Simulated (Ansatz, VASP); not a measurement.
# Al11In10Ga11As32 (random zinc-blende (Ga, In, Al)As solid solution): VASP beside Ansatz, part 3 of 3

Wanted: the spread between two codes on one cell, functional and k mesh. The structure shown is the start of the Ansatz relaxation below; VASP solves that cell, so the two are compared at the walk's first step.

VASP 6.6.1 and Ansatz 0.2.0.

So far. Step 7 (VASP: single point, revPBE, start cell, pair 2): The run ends at a pressure of 1.84 GPa, with forces up to 0.049 eV/Å.

**11. VASP: single point, revPBE, start cell, pair 3**

Level of this step: revPBE; plane waves and PAW (In_d, As, Ga_d, Al) (VASP).

The same cell, functional, mesh and smearing now go to VASP, with its own data sets.

The input, INCAR:

```
SYSTEM = Al11In10Ga11As32
PREC = Accurate
ENCUT = 400
EDIFF = 1E-06
NELM = 120
ISMEAR = 0
SIGMA = 0.025
LREAL = Auto
ALGO = Normal
GGA = RE
NBANDS = 280
LORBIT = 11
LWAVE = .FALSE.
LCHARG = .FALSE.
ISIF = 2
LASPH = .TRUE.
GGA_COMPAT = .FALSE.
EFERMI = MIDGAP
NCORE = 2
```

The input, POSCAR:

```
Al11In10Ga11As32
1.0
   11.7170600000      0.0018400000     -0.0031200000
    0.0018200000     11.8353900000     -0.0022300000
   -0.0030900000     -0.0022300000     11.8274100000
In As Ga Al
10 32 11 11
Direct
    0.9999239003      0.0050594996      0.9959687747
    0.9980168406      0.2534880427      0.2538999739
    0.2517168353      0.0025266580      0.2543237269
    0.0048558842      0.4974058720      0.0006361803
    0.9989819444      0.7478785086      0.2564791947
    0.0046109290      0.7531774997      0.7434674178
    0.4999008574      0.0046893858      0.9957522524
    0.4989842522      0.7461223817      0.2544868812
    0.7449670407      0.7506857897      0.9999229186
    0.7451868834      0.4960791641      0.7450770067
    0.1325092663      0.1362034524      0.1187425787
    0.1331720432      0.3813567401      0.3815176714
    0.3825223520      0.1348286554      0.3827629327
    0.3751972416      0.3748918911      0.1265033193
    0.1260209451      0.1256787001      0.6225600912
    0.1308433598      0.3696614803      0.8648159298
    0.3696260309      0.1331725250      0.8649696094
    0.3782985178      0.3752386969      0.6243900460
    0.1403811874      0.6252962683      0.1271311640
    0.1251181194      0.8756570902      0.3916532093
    0.3676912625      0.6182372700      0.3837463879
    0.3706463044      0.8687996165      0.1185123235
    0.1317725746      0.6171436865      0.6182407950
    0.1396858725      0.8755176113      0.8741717945
    0.3773868364      0.6228483012      0.8730708074
    0.3738759254      0.8767517916      0.6221160549
    0.6278429068      0.1318539408      0.1336516536
    0.6222458196      0.3743012676      0.3795569866
    0.8697287174      0.1217581349      0.3835484755
    0.8618290362      0.3762608379      0.1253467977
    0.6227836713      0.1309841412      0.6252539803
    0.6138184409      0.3685076911      0.8796716175
    0.8664233806      0.1336870590      0.8666818317
    0.8811963262      0.3685176801      0.6151871903
    0.6220312460      0.6102997538      0.1256235901
    0.6277662391      0.8819393671      0.3818186192
    0.8663492388      0.6166981880      0.3845963103
    0.8680336563      0.8836294511      0.1328928953
    0.6162427261      0.6312287667      0.6154796627
    0.6233011883      0.8765294204      0.8584803740
    0.8763765770      0.6252292739      0.8721206550
    0.8676073814      0.8814482198      0.6187637500
    0.2537418430      0.2549768495      0.9943225332
    0.9974732690      0.0021705324      0.5042369341
    0.0007294965      0.2485223073      0.7442928317
    0.2515562693      0.0022390370      0.7456230780
    0.2543984600      0.4977780651      0.7469178601
    0.7476606986      0.0049425924      0.2570422200
    0.7439361458      0.2509703559      0.0003957540
    0.5015207198      0.0043767361      0.5036668641
    0.7466708009      0.0054483599      0.7432009005
    0.7443835247      0.4954800105      0.2550792944
    0.4956305874      0.7506510188      0.7441798601
    0.2526823572      0.2531777466      0.5032761150
    0.2539863126      0.4983608898      0.2523886279
    0.2550485891      0.7460718802      0.9959458150
    0.0022989420      0.4981001558      0.4994768877
    0.2507024358      0.7481175025      0.5039015722
    0.5010401742      0.2544776025      0.2527291039
    0.4973392286      0.2514199215      0.7479500892
    0.7480623882      0.2493486967      0.5002270152
    0.4959178352      0.4960367865      0.0005879077
    0.4973974745      0.4993582557      0.4999628362
    0.7467380971      0.7524839249      0.4998734179
```

The input, KPOINTS:

```
Automatic mesh
0
Gamma
1 1 1
0 0 0
```

PAW data sets: In_d, As, Ga_d and Al (PBE family, release 64).

Command:

```sh
> mpirun -np 8 vasp_gam
```

Numbers of over 12 decimals in the logs are rounded to 6 here.

What it wrote:

```text
[... set-up lines as in an earlier step ...]
 entering main loop
       N       E                     dE             d eps       ncg     rms          rms(c)
DAV:   1     0.644553472952E+04    0.64455E+04   -0.16192E+05   560   0.181E+03
DAV:   2     0.153013613681E+04   -0.49154E+04   -0.47633E+04   560   0.532E+02
DAV:   3    -0.958722023436E+01   -0.15397E+04   -0.14275E+04   720   0.235E+02
DAV:   4    -0.237758755733E+03   -0.22817E+03   -0.21679E+03   696   0.852E+01
[...]
DAV:  16    -0.248211936034E+03   -0.33940E-05   -0.13126E-05   640   0.259E-02    0.789E-03
DAV:  17    -0.248211939055E+03   -0.30209E-05   -0.57276E-06   512   0.110E-02    0.544E-03
DAV:  18    -0.248211939760E+03   -0.70457E-06   -0.26952E-06   376   0.630E-03
   1 F= -.24821194E+03 E0= -.24821194E+03  d E =-.194667E-21
```

OUTCAR, selected parts (step 11):

```text
  Total        9.2898115      4.0053481      4.2787921     -0.0838247      0.0342903      0.0927638
  in kB        9.0745827      3.9125511      4.1796599     -0.0818827      0.0334959      0.0906146
  external PRESSURE =       5.7222646 kB  Pullay stress =       0.0000000 kB

 POSITION                                       TOTAL-FORCE (eV/Angst)
 -----------------------------------------------------------------------------------
     11.71310      0.05950     11.77660        -0.009669     -0.011497     -0.020688
     11.69350      3.00140      2.99930         0.014959      0.001502      0.014053
      2.94860      0.02980      3.00720         0.007172      0.014858     -0.003655
      0.05780      5.88700      0.00640         0.000941     -0.010158     -0.005431
     11.70570      8.85270      3.02870         0.006928     -0.011836     -0.005230
      0.05310      8.91250      8.79160         0.000552      0.000057      0.004747
      5.85430      0.05420     11.77560        -0.005941      0.002686      0.001547
      5.84720      8.83100      3.00670         0.005759      0.016426      0.005922
      8.72710      8.88380     11.82250        -0.010555      0.015275      0.005959
      8.73000      5.87100      8.80890        -0.007293      0.001699     -0.015866
      1.55250      1.61200      1.40370         0.007316     -0.003201     -0.004714
      1.55990      4.51290      4.51110         0.012810      0.003290      0.003887
      4.48110      1.59560      4.52560         0.002364     -0.000204      0.009436
      4.39650      4.43740      1.49420        -0.003785     -0.003508      0.014844
[...]
-----------------------------------------------------------------------------------
    total drift:                               -0.008978      0.026334     -0.020099

  FREE ENERGIE OF THE ION-ELECTRON SYSTEM (eV)
  ---------------------------------------------------
  free  energy   TOTEN  =      -248.2119397598 eV

  energy  without entropy=     -248.2119397598  energy(sigma->0) =     -248.21193976

[... 1 part as in an earlier step ...]

[... 1 further part left out ...]
```

The run ends at a pressure of 0.57 GPa, with forces up to 0.032 eV/Å.

**12. Differences**

What differs besides the data sets and the points named for the pairs above, as far as they apply: the data sets hold 786 valence electrons in Ansatz (on its PAW soft_1 files) and 466 in VASP. Total energies have different zeros and are not compared.

At this near-relaxed geometry the largest component of a force difference is 13 meV/Å.

**13. Further runs**

Further runs change the set-up of one program: Ansatz's method, potentials or start, or VASP's data sets, cutoff or form of LDA. The table gives that difference for each run.

| run | r.m.s. force difference (meV/Å) |
| --- | --- |
| as above | 3.9 |
| VASP with a cutoff of 500 eV (perhaps on Ansatz's relaxed cell) | 2.3 |

**14. What came out**

```yaml
r_m_s_force_difference_single_point_revpbe_start_cell_pair_1: 3.8 meV/Å
r_m_s_force_difference_single_point_revpbe_start_cell_pair_2: 3.8 meV/Å
r_m_s_force_difference_single_point_revpbe_start_cell_pair_3: 3.9 meV/Å
```

**Reading.** The r.m.s. force difference is 3.9 meV/Å (single point, revPBE, start cell, pair 3), within the 12 meV/Å picked in this series as the mark of a large difference. The data sets hold unlike numbers of valence electrons (786 in Ansatz and 466 in VASP), so part of the differences comes from the potentials. Single point, revPBE, start cell, pair 1, VASP with a cutoff of 500 eV (perhaps on Ansatz's relaxed cell): r.m.s. force difference goes from 3.8 to 2.3 meV/Å. Single point, revPBE, start cell, pair 2, VASP with a cutoff of 500 eV (perhaps on Ansatz's relaxed cell): r.m.s. force difference goes from 3.8 to 2.3 meV/Å. Single point, revPBE, start cell, pair 3, VASP with a cutoff of 500 eV (perhaps on Ansatz's relaxed cell): r.m.s. force difference goes from 3.9 to 2.3 meV/Å. 4 further runs of this series are not shown here. Such differences can come from data sets, numerical settings and the points named under the comparisons, not from the functional's error against experiment.

[Lines on the potential files, build, host, timing and source positions are cut from VASP's logs without a mark.]

[Logs are printed without paths, hosts, clocks, repeated set-up lines and the standing remarks that a program may print on its own settings, such as how far it seeks lower states.]

[Hosts, paths, dates, database ids (printed as entryN), source tags and the programs' standing remarks are cut or masked in the printed files.]

[Rows of further runs with another cutoff or data set may stand on the cell that Ansatz relaxed, not on the start cell of the pair above them.]
